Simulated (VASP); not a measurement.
# NaSrLiS2 with PBE: from relaxation to properties, part 4 of 7

Wanted: the relaxed cell of NaSrLiS2 and its properties. The cell is invented: it takes the structure of a Materials Project entry for NaLiCdS2 (space group 156 there), with some of its atoms replaced by other elements, volume scaled by an estimate. It may not be a known or stable phase. Left out of this account: at least 1 further run (vcrelax: its dispersion library returned no energy). The atoms of the start are displaced at random from the sites of a P3m1 cell.

VASP 6.6.1, plane waves and PAW; the level of theory is named at each step.

So far, gap on the k-mesh (eV): step 2 (rough relaxation of the start cell) 2.69; step 3 (relaxing cell and atoms (PBE)) 2.68; step 4 (single point with fields (PBE)) 2.68. The relaxed cell has a = 4.366, c = 7.494 Å (conventional setting).

## (6) Density of states (PBE)

Level of this step: PBE; plane waves and PAW (Sr_sv, S, Na_pv, Li_sv); invented cell (VASP).

Here the states are counted by energy and projected on the atoms. The mesh is finer than in the run before.

Input file INCAR:

```
SYSTEM = NaSrLiS2
PREC = Accurate
ENCUT = 650
EDIFF = 1E-06
NELM = 100
ISMEAR = -5
SIGMA = 0.05
LREAL = .FALSE.
ALGO = Normal
GGA = PE
NBANDS = 31
LORBIT = 11
LWAVE = .FALSE.
LCHARG = .FALSE.
KPAR = 2
NEDOS = 2001
```

Input file POSCAR:

```
NaSrLiS2
1.0
    4.3660983257      0.0000000000      0.0000000000
   -2.1830491678      3.7811520644      0.0000000000
    0.0000000000      0.0000000000      7.4936637596
Sr S Na Li
1 2 1 1
Direct
    0.6666666670      0.3333333330      0.3571367486
    0.3333333330      0.6666666670      0.1821602464
    0.6666666670      0.3333333330      0.7400622896
    0.0000000000      0.0000000000      0.9665531349
    0.3333333330      0.6666666670      0.7515155805
```

Input file KPOINTS:

```
Automatic mesh
0
Gamma
9 9 5
0 0 0
```

The projector-augmented-wave data sets are Sr_sv, S, Na_pv and Li_sv (PBE family, release 64).

Launch:

```bash
$ mpirun -np 2 vasp_std
```

The program printed:

```text
[... set-up lines as in an earlier step ...]
 entering main loop
       N       E                     dE             d eps       ncg     rms          rms(c)
DAV:   1     0.255296803998E+03    0.25530E+03   -0.14333E+04  3108   0.117E+03
DAV:   2     0.702337326480E+01   -0.24827E+03   -0.22592E+03  3189   0.292E+02
DAV:   3    -0.198649799772E+02   -0.26888E+02   -0.26457E+02  4863   0.838E+01
DAV:   4    -0.215127866998E+02   -0.16478E+01   -0.16204E+01  4967   0.175E+01
DAV:   5    -0.216062336045E+02   -0.93447E-01   -0.93431E-01  4194   0.270E+00    0.169E+01
DAV:   6    -0.203025305071E+02    0.13037E+01   -0.14470E+00  4104   0.487E+00    0.115E+01
DAV:   7    -0.202374550556E+02    0.65075E-01   -0.70014E-01  4035   0.328E+00    0.371E+00
DAV:   8    -0.202295922067E+02    0.78628E-02   -0.13704E-01  4122   0.142E+00    0.731E-01
DAV:   9    -0.202300734071E+02   -0.48120E-03   -0.86375E-03  3848   0.462E-01    0.301E-01
DAV:  10    -0.202313900327E+02   -0.13166E-02   -0.14536E-03  3681   0.164E-01    0.115E-01
DAV:  11    -0.202317758921E+02   -0.38586E-03   -0.23102E-04  4208   0.690E-02    0.852E-02
DAV:  12    -0.202319852405E+02   -0.20935E-03   -0.16078E-04  3646   0.458E-02    0.189E-02
DAV:  13    -0.202320314310E+02   -0.46190E-04   -0.57629E-05  3786   0.278E-02    0.987E-03
DAV:  14    -0.202320341247E+02   -0.26937E-05   -0.53122E-06  3746   0.809E-03    0.609E-03
DAV:  15    -0.202320360124E+02   -0.18877E-05   -0.15702E-06  3358   0.485E-03    0.286E-03
DAV:  16    -0.202320364215E+02   -0.40916E-06   -0.33360E-07  2930   0.276E-03
   1 F= -.20232036E+02 E0= -.20232036E+02  d E =0.000000E+00
```

Elapsed: 56 s, on 2 MPI ranks of Intel Xeon 6975P-C (Granite Rapids), shared host; peak memory 0.9 GiB; 1.8 min of CPU time.

From OUTCAR (step 6):

```text
   k-points           NKPTS =     50   k-points in BZ     NKDIM =     50   number of bands    NBANDS=     31

   NELECT =      32.0000    total number of electrons

 E-fermi :   0.7745

 k-point     1 :       0.0000    0.0000    0.0000
  band No.  band energies     occupation
    ...
     12       0.1037      2.00000
     13       0.1037      2.00000
     14       0.5163      2.00000
     15       0.7277      2.00000
     16       0.7277      2.00000
     17       3.4294      0.00000
     18       5.7783      0.00000
     19       6.0438      0.00000
     20       6.0438      0.00000
     21       7.0671      0.00000
    ...

  Total        0.0078344      0.0078344      0.0020362     -0.0000000      0.0000000      0.0000000
  in kB        0.1014620      0.1014620      0.0263710     -0.0000000      0.0000000      0.0000000
  external PRESSURE =       0.0764317 kB  Pullay stress =       0.0000000 kB

 POSITION                                       TOTAL-FORCE (eV/Angst)
 -----------------------------------------------------------------------------------
      2.18305      1.26038      2.67626         0.000000     -0.000000     -0.002869
     -0.00000      2.52077      1.36505         0.000000      0.000000      0.001997
      2.18305      1.26038      5.54578        -0.000000      0.000000     -0.008202
      0.00000      0.00000      7.24302        -0.000000     -0.000000      0.003615
     -0.00000      2.52077      5.63161         0.000000     -0.000000      0.005458
 -----------------------------------------------------------------------------------
    total drift:                               -0.000001      0.000001     -0.001182

  FREE ENERGIE OF THE ION-ELECTRON SYSTEM (eV)
  ---------------------------------------------------
  free  energy   TOTEN  =       -20.2320364215 eV

  energy  without entropy=      -20.2320364215  energy(sigma->0) =      -20.23203642

[... 7 parts as in an earlier step ...]

[... 9 further parts left out ...]
```

Numbers from this step:

```
irreducible k-points : 50
Fermi energy         : 0.7745 eV
pressure             : 0.007643 GPa
valence top at k     : 0, 0, 0.4
gap on the k-mesh    : 2.676 eV
```

The density of states has structure finer than the step of the table below, so its rows give means over 1 eV, whole bins alone (the curve runs from -12.0 to 7.06 eV). Peaks (eV: height): total -10.1: 10.4, -9.9: 19.3, -0.7: 10.2, -0.2: 14.6; S p -1.4: 2.61, -0.7: 4.42, -0.4: 3.37, -0.2: 6.71; Sr d 3.7: 1.08, 5.6: 1.14, 5.8: 1.03, 7.0: 1.19; Sr p -10.1: 0.394, -9.9: 0.287, -0.2: 0.199, 3.7: 0.196; Na s -1.7: 0.155, 5.2: 0.204, 5.5: 0.174, 6.9: 0.101.

States under -12.0 eV and over 7.1 eV are left out. Density of states against energy, zero at the valence-band top; means over each step; values in states/eV/cell:

| energy (eV) | total | S p | Sr d | Sr p | Na s | S s |
| --- | --- | --- | --- | --- | --- | --- |
| -11 | 0.00299 | 0 | 0 | 3.1e-5 | 6.9e-6 | 0.00186 |
| -10 | 3.99 | 5.3e-4 | 0.0119 | 0.0936 | 0.00207 | 2.55 |
| -9 | 0 | 0 | 0 | 0 | 0 | 0 |
| -8 | 0 | 0 | 0 | 0 | 0 | 0 |
| -7 | 0 | 0 | 0 | 0 | 0 | 0 |
| -6 | 0 | 0 | 0 | 0 | 0 | 0 |
| -5 | 0 | 0 | 0 | 0 | 0 | 0 |
| -4 | 0 | 0 | 0 | 0 | 0 | 0 |
| -3 | 0 | 0 | 0 | 0 | 0 | 0 |
| -2 | 2.24 | 0.758 | 0.0359 | 0.0195 | 0.0399 | 0.00657 |
| -1 | 6.02 | 2.42 | 0.129 | 0.0623 | 0.00561 | 0.0106 |
| 0 | 3.74 | 1.71 | 0.0644 | 0.0436 | 0.00144 | 0.00475 |
| 1 | 0 | 0 | 0 | 0 | 0 | 0 |
| 2 | 0 | 0 | 0 | 0 | 0 | 0 |
| 3 | 0.158 | 0.0153 | 0.00523 | 0.00145 | 0.00326 | 0.0115 |
| 4 | 3.46 | 0.217 | 0.575 | 0.0580 | 0.0162 | 0.0297 |
| 5 | 1.82 | 0.0813 | 0.348 | 0.0129 | 0.0712 | 0.0752 |
| 6 | 3.88 | 0.180 | 0.803 | 0.0356 | 0.0991 | 0.0868 |

The gap on this mesh is 2.68 eV. In the top eV of the valence band the largest shares in the PAW spheres are S p 44 %. The rest lies in smaller channels or between the spheres.

## (7) A semilocal run for the hybrid's start

A hybrid converges badly from random orbitals, so a cheap semilocal run writes a WAVECAR on the same mesh first.

Input file INCAR:

```
SYSTEM = NaSrLiS2
PREC = Accurate
ENCUT = 650
EDIFF = 1E-05
NELM = 100
ISMEAR = 0
SIGMA = 0.05
LREAL = .FALSE.
ALGO = Normal
GGA = PE
NBANDS = 22
LORBIT = 11
LWAVE = .TRUE.
LCHARG = .FALSE.
KPAR = 2
```

POSCAR is that of step 6.

Input file KPOINTS:

```
Automatic mesh
0
Gamma
4 4 2
0 0 0
```

Launch:

```bash
$ mpirun -np 2 vasp_std
```

The program printed:

```text
[... set-up lines as in an earlier step ...]
 entering main loop
       N       E                     dE             d eps       ncg     rms          rms(c)
DAV:   1     0.267816078499E+03    0.26782E+03   -0.15194E+04   352   0.165E+03
DAV:   2     0.117112371255E+02   -0.25610E+03   -0.24122E+03   368   0.374E+02
DAV:   3    -0.195489121855E+02   -0.31260E+02   -0.30708E+02   590   0.109E+02
DAV:   4    -0.214094137869E+02   -0.18605E+01   -0.18485E+01   544   0.239E+01
DAV:   5    -0.216023131178E+02   -0.19290E+00   -0.19288E+00   574   0.583E+00    0.170E+01
DAV:   6    -0.202914654867E+02    0.13108E+01   -0.27248E+00   448   0.683E+00    0.117E+01
DAV:   7    -0.202339396850E+02    0.57526E-01   -0.11511E+00   512   0.470E+00    0.389E+00
DAV:   8    -0.202256667224E+02    0.82730E-02   -0.26190E-01   448   0.226E+00    0.751E-01
DAV:   9    -0.202244789671E+02    0.11878E-02   -0.16397E-02   448   0.636E-01    0.290E-01
DAV:  10    -0.202263482499E+02   -0.18693E-02   -0.21971E-03   410   0.245E-01    0.130E-01
DAV:  11    -0.202271003817E+02   -0.75213E-03   -0.74447E-04   472   0.152E-01    0.695E-02
DAV:  12    -0.202272550557E+02   -0.15467E-03   -0.25393E-04   462   0.724E-02    0.312E-02
DAV:  13    -0.202272795212E+02   -0.24466E-04   -0.37177E-05   354   0.283E-02    0.907E-03
DAV:  14    -0.202272849947E+02   -0.54735E-05   -0.55835E-06   332   0.130E-02
   1 F= -.20227285E+02 E0= -.20227285E+02  d E =-.273074E-16
 writing wavefunctions
```

It took 8.6 s on 2 MPI ranks; peak memory 0.57 GiB.

From OUTCAR (step 7):

```text
   k-points           NKPTS =      8   k-points in BZ     NKDIM =      8   number of bands    NBANDS=     22

   NELECT =      32.0000    total number of electrons

 E-fermi :   1.0425

 k-point     1 :       0.0000    0.0000    0.0000
  band No.  band energies     occupation
    ...
     12       0.1044      2.00000
     13       0.1044      2.00000
     14       0.5190      2.00000
     15       0.7319      2.00000
     16       0.7319      2.00000
     17       3.4301      0.00000
     18       5.7794      0.00000
     19       6.0440      0.00000
     20       6.0440      0.00000
     21       7.0679      0.00000
    ...

  Total        0.0125620      0.0125620      0.0085744     -0.0000000      0.0000000     -0.0000000
  in kB        0.1626885      0.1626885      0.1110465     -0.0000000      0.0000000     -0.0000000
  external PRESSURE =       0.1454745 kB  Pullay stress =       0.0000000 kB

 POSITION                                       TOTAL-FORCE (eV/Angst)
 -----------------------------------------------------------------------------------
      2.18305      1.26038      2.67626         0.000000     -0.000000     -0.003072
     -0.00000      2.52077      1.36505         0.000000      0.000000      0.003148
      2.18305      1.26038      5.54578        -0.000000     -0.000000     -0.008970
      0.00000      0.00000      7.24302        -0.000000     -0.000000      0.002476
     -0.00000      2.52077      5.63161         0.000000      0.000000      0.006418
 -----------------------------------------------------------------------------------
    total drift:                               -0.000000      0.000001     -0.001546

  FREE ENERGIE OF THE ION-ELECTRON SYSTEM (eV)
  ---------------------------------------------------
  free  energy   TOTEN  =       -20.2272849947 eV

  energy  without entropy=      -20.2272849947  energy(sigma->0) =      -20.22728499

[... 6 parts as in an earlier step ...]

[... 10 further parts left out ...]
```

Numbers from this step:

- SCF cycles: 14
- bands: 22
- irreducible k-points: 8
- Fermi energy: 1.042 eV
- pressure: 0.01455 GPa
- valence top at k: 0, 0, 0.5
- gap on the k-mesh: 2.670 eV
- least direct gap on the k-mesh: 2.698 eV

The run ends at a pressure of 0.01 GPa, with forces up to 0.0090 eV/Å.

## (8) Bands along the symmetry lines (HSE06)

This step: HSE06; plane waves and PAW (Sr_sv, S, Na_pv, Li_sv); invented cell (VASP 6.6.1).

HSE06 mixes in a quarter of exact exchange at short range, at far higher cost; in semiconductors this cures much of the gap error, while metals seldom gain.

Input file INCAR:

```
SYSTEM = NaSrLiS2
PREC = Accurate
ENCUT = 650
EDIFF = 1E-06
NELM = 100
ISMEAR = 0
SIGMA = 0.05
LREAL = .FALSE.
ALGO = Normal
LHFCALC = .TRUE.
AEXX = 0.25
GGA = PE
HFSCREEN = 0.2
LASPH = .TRUE.
NBANDS = 22
PRECFOCK = Fast
LORBIT = 11
LWAVE = .FALSE.
LCHARG = .FALSE.
KPAR = 2
```

POSCAR is that of step 7.

KPOINTS is that of step 7.

Input file KPOINTS_OPT:

```
Line mode
6
Line-mode
Reciprocal
  0.00000000   0.00000000   0.00000000 GAMMA
  0.50000000   0.00000000   0.00000000 M

  0.50000000   0.00000000   0.00000000 M
  0.33333333   0.33333333   0.00000000 K

  0.33333333   0.33333333   0.00000000 K
  0.00000000   0.00000000   0.00000000 GAMMA

  0.00000000   0.00000000   0.00000000 GAMMA
  0.00000000   0.00000000   0.50000000 A

  0.00000000   0.00000000   0.50000000 A
  0.50000000   0.00000000   0.50000000 L

  0.50000000   0.00000000   0.50000000 L
  0.33333333   0.33333333   0.50000000 H

  0.33333333   0.33333333   0.50000000 H
  0.00000000   0.00000000   0.50000000 A

  0.50000000   0.00000000   0.50000000 L
  0.50000000   0.00000000   0.00000000 M

  0.33333333   0.33333333   0.00000000 K
  0.33333333   0.33333333   0.50000000 H
```

The WAVECAR or CHGCAR of an earlier step is read.

Launch:

```bash
$ mpirun -np 2 vasp_std
```

The program printed:

```text
[banner, memory and clock lines left out]
running    2 mpi-ranks, on    1 nodes
 distrk:  each k-point on    1 cores,    2 groups
 distr:  one band on    1 cores,    1 groups

 POSCAR found type information on POSCAR SrS NaLi
 POSCAR found :  4 types and       5 ions
 LDA part: xc-table for (Slater+PW92), standard interpolation
 found WAVECAR, reading the header
 POSCAR, INCAR and KPOINTS ok, starting setup
 FFT: planning ... GRIDC
 FFT: planning ... GRID_SOFT
 FFT: planning ... GRID
 reading WAVECAR
 the WAVECAR file was read successfully
 initial charge from wavefunction
 entering main loop
       N       E                     dE             d eps       ncg     rms          rms(c)
DAV:   1    -0.231156683679E+02   -0.23116E+02   -0.42345E-01   376   0.505E+00    0.209E+00
DAV:   2    -0.231222971645E+02   -0.66288E-02   -0.50755E-02   576   0.182E+00    0.129E+00
DAV:   3    -0.231206445434E+02    0.16526E-02   -0.24737E-03   466   0.449E-01    0.741E-01
DAV:   4    -0.231202286602E+02    0.41588E-03   -0.10406E-03   424   0.223E-01    0.406E-01
DAV:   5    -0.231201574618E+02    0.71198E-04   -0.29007E-04   564   0.991E-02    0.223E-01
DAV:   6    -0.231201365376E+02    0.20924E-04   -0.60374E-05   596   0.470E-02    0.118E-01
DAV:   7    -0.231201325968E+02    0.39408E-05   -0.18242E-05   546   0.244E-02    0.605E-02
DAV:   8    -0.231201329484E+02   -0.35157E-06   -0.49196E-06   404   0.135E-02
   1 F= -.23120133E+02 E0= -.23120133E+02  d E =-.364302E-17
 Start KPOINTS_OPT (optional k-point list driver)
k-point batch [1-8\54]
       N       E                     dE             ncg
DAV:   1    -0.124163141882E+04   -0.65231E+04      352
DAV:   2    -0.343131074602E+04   -0.21897E+04      358
DAV:   3    -0.371585841220E+04   -0.28455E+03      560
DAV:   4    -0.374123032970E+04   -0.25372E+02      560
DAV:   5    -0.374283949473E+04   -0.16092E+01      560
DAV:   6    -0.374288128122E+04   -0.41786E-01      520
DAV:   7    -0.374288278764E+04   -0.15064E-02      520
DAV:   8    -0.374288284295E+04   -0.55301E-04      560
DAV:   9    -0.374288284505E+04   -0.21066E-05      334
DAV:  10    -0.374288284515E+04   -0.98724E-07      290
[...]
k-point batch [49-54\54]
       N       E                     dE             ncg
DAV:   1     0.967417123067E+03   -0.78888E+04      264
DAV:   2    -0.671794972101E+03   -0.16392E+04      264
DAV:   3    -0.902305942534E+03   -0.23051E+03      402
DAV:   4    -0.924074830523E+03   -0.21769E+02      408
DAV:   5    -0.925543310191E+03   -0.14685E+01      440
DAV:   6    -0.925580562490E+03   -0.37252E-01      408
DAV:   7    -0.925581901032E+03   -0.13385E-02      432
DAV:   8    -0.925581934630E+03   -0.33599E-04      432
DAV:   9    -0.925581935818E+03   -0.11880E-05      272
DAV:  10    -0.925581935927E+03   -0.10870E-06      240
```

Wall time 15 min (2 MPI ranks); peak memory 0.91 GiB; 29 min of CPU time.

From OUTCAR (step 8):

```text
   k-points           NKPTS =      8   k-points in BZ     NKDIM =     32   number of bands    NBANDS=     22

   NELECT =      32.0000    total number of electrons

  exchange ACFDT corr.  =         0.00000000  see jH, gK, PRB 81, 115126

 E-fermi :   0.3625

 k-point     1 :       0.0000    0.0000    0.0000
  band No.  band energies     occupation
    ...
     12      -0.6313      2.00000
     13      -0.6313      2.00000
     14      -0.1943      2.00000
     15       0.0397      2.00000
     16       0.0397      2.00000
     17       3.6971      0.00000
     18       6.1472      0.00000
     19       6.5550      0.00000
     20       6.5550      0.00000
     21       7.6125      0.00000
    ...

 POSITION                                       TOTAL-FORCE (eV/Angst)
 -----------------------------------------------------------------------------------
      2.18305      1.26038      2.67626         0.000000      0.000000     -0.034287
     -0.00000      2.52077      1.36505         0.000000     -0.000000      0.045043
      2.18305      1.26038      5.54578         0.000000     -0.000000     -0.041237
      0.00000      0.00000      7.24302        -0.000000     -0.000000     -0.000517
     -0.00000      2.52077      5.63161         0.000000      0.000000      0.030998
 -----------------------------------------------------------------------------------
    total drift:                                0.000001     -0.000010     -0.001774

  FREE ENERGIE OF THE ION-ELECTRON SYSTEM (eV)
  ---------------------------------------------------
  free  energy   TOTEN  =       -23.1201329484 eV

  energy  without entropy=      -23.1201329484  energy(sigma->0) =      -23.12013295

[... 7 parts as in an earlier step ...]

[... 9 further parts left out ...]
```

The k-mesh is coarse for exact exchange; levels may shift by about 0.1 eV on a finer one. The PAW data sets were made with PBE, which is usual practice but a small mismatch for other functionals.

This step gave:

```yaml
scf_cycles: 8
free_energy_toten: -23.12 eV
fermi_energy: 0.3625 eV
least_gap_on_mesh_and_path: 3.625 eV
least_direct_gap_on_mesh_and_path: 3.657 eV
```

The electronic bands at the labelled points (eV, zero at the valence-band top; v1 is the highest filled band, c1 the lowest empty one):

```csv
point,v4,v3,v2,v1,c1,c2,c3,c4
Γ,-0.70,-0.27,-0.03,-0.03,3.63,6.08,6.48,6.48
0.40 of the way,-0.72,-0.71,-0.22,-0.22,4.50,5.54,6.29,6.62
M,-1.00,-0.74,-0.53,-0.34,4.69,5.29,6.35,7.32
0.60 of the way,-1.07,-0.97,-0.76,-0.37,4.74,5.52,6.66,7.03
K,-1.27,-1.17,-0.73,-0.42,4.77,5.63,6.55,6.95
0.60 of the way,-0.85,-0.72,-0.33,-0.21,4.68,5.47,6.22,6.62
Γ,-0.70,-0.27,-0.03,-0.03,3.63,6.08,6.48,6.48
0.40 of the way,-0.71,-0.45,-0.02,-0.02,3.91,6.08,6.52,6.52
A,-0.73,-0.73,0.00,0.00,4.63,5.73,6.57,6.57
0.40 of the way,-0.76,-0.56,-0.36,-0.16,4.63,5.77,6.32,6.77
L,-0.88,-0.75,-0.37,-0.21,4.67,4.88,6.45,7.81
0.40 of the way,-1.11,-0.83,-0.40,-0.13,4.72,4.89,6.75,7.39
H,-1.50,-1.15,-0.37,-0.07,4.81,4.88,6.99,7.17
0.40 of the way,-1.10,-0.70,-0.46,-0.15,4.57,5.24,6.89,7.11
A,-0.73,-0.73,0.00,0.00,4.63,5.73,6.57,6.57
jump to L,-0.88,-0.75,-0.37,-0.21,4.67,4.88,6.45,7.80
0.40 of the way,-0.84,-0.84,-0.41,-0.24,4.64,5.05,6.48,7.44
M,-1.00,-0.74,-0.53,-0.34,4.69,5.29,6.35,7.32
jump to K,-1.27,-1.17,-0.73,-0.42,4.77,5.63,6.55,6.95
0.60 of the way,-1.43,-1.19,-0.48,-0.16,4.80,5.10,6.84,7.06
H,-1.50,-1.15,-0.37,-0.07,4.81,4.88,6.99,7.17
```

Of the projections kept (Sr, S, Na, Li), the largest for each band there, as a share of the weight inside these atoms' spheres; weight between the spheres isn't counted:

```
point      v4      v3      v2      v1       c1       c2       c3       c4
    Γ  S 0.88  S 0.89  S 0.97  S 0.97   S 0.59  Sr 0.41  Sr 0.95  Sr 0.95
    M  S 0.90  S 0.89  S 0.93  S 0.92  Sr 0.85  Sr 0.57   S 0.39  Sr 0.51
    K  S 0.91  S 0.90  S 0.91  S 0.92  Sr 0.87  Sr 0.61  Sr 0.86  Sr 0.55
    Γ  S 0.88  S 0.89  S 0.97  S 0.97   S 0.59  Sr 0.41  Sr 0.95  Sr 0.95
    A  S 0.88  S 0.88  S 0.96  S 0.96   S 0.74   S 0.54  Sr 0.91  Sr 0.91
    L  S 0.89  S 0.91  S 0.94  S 0.91  Sr 0.66  Sr 0.70  Sr 0.33  Sr 0.54
```

The electronic bands as a text plot (rows in eV, shown from -2.1 to 6.5 only):

```
    6.3 |+++++++++        +++++     +++   +         ++++ ++++
    5.9 |++                 +++++++ +++               ++
    5.6 |  ++     ++++++++++       +                ++  +    +
    5.2 |    +++++                     ++         ++      +++ ++
    4.9 |    +++ +++++++++               +++++++++       +   ++++
    4.5 |  ++   +         ++      ++++++++++     ++++++++++++
    4.1 |                   ++   +
    3.8 |++                   +++
    3.4 |
    3.1 |
    2.7 |
    2.4 |
    2.0 |
    1.6 |
    1.3 |
    0.9 |
    0.6 |
    0.2 |
   -0.2 |*********      ************************************* ***
   -0.5 |    *************  **  **  ***  *************** ********
   -0.9 |*************************************   *  *********
   -1.2 |  *****   *********        ***     ********  **     ****
   -1.6 |    ***************        ******************** ********
   -2.0 |****  *****        ********   *************    *****   *
         Γ       M   K        Γ   A        L   H       A|L M|K  H
```

The gap moves by +0.95 eV against PBE, which ran on another mesh.

(Part 4 of 7 ends here.)

[Lines on the potential files, build, host, timing and source positions are cut from VASP's logs without a mark.]

[Logs are printed without paths, hosts, clocks, repeated set-up lines and the standing remarks that a program may print on its own settings, such as how far it seeks lower states.]

[Hosts, paths, dates, database ids (printed as entryN), source tags and the programs' standing remarks are cut or masked in the printed files.]

[A measured line is paired with the nearest computed mode of its activity, which favours agreement.]

[In band tables of VASP the shares of atoms and orbitals are scaled to a sum of 1 inside the atoms' spheres.]
